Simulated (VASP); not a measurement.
Given:

```
ZnS
1.0
    1.83499    -3.17830     0.00000
    1.83499     3.17830     0.00000
    0.00000     0.00000     6.01396
Zn S
2 2
Direct
  0.66667   0.33333   0.50018
  0.33333   0.66667   0.00018
  0.66667   0.33333   0.87482
  0.33333   0.66667   0.37482
```

Computed with PBEsol GGA, VASP's PBE PAW potentials (set 64) (plane waves; VASP). Numerical set-up: 480 eV cut-off, 6×6×4 Γ-centred mesh, Gaussian smearing of 0.050 eV, potentials Zn S.

Task: Give the stress tensor in GPa (positive for a compressed cell).

Result: 
```
9.02  0.00  0.00
0.00  9.02  0.00
0.00  0.00  9.30
```
The pressure is its mean diagonal, 9.12 GPa.

The compound is ZnS in the wurtzite structure, the high-temperature form. This cell was strained or had an atom moved on purpose.
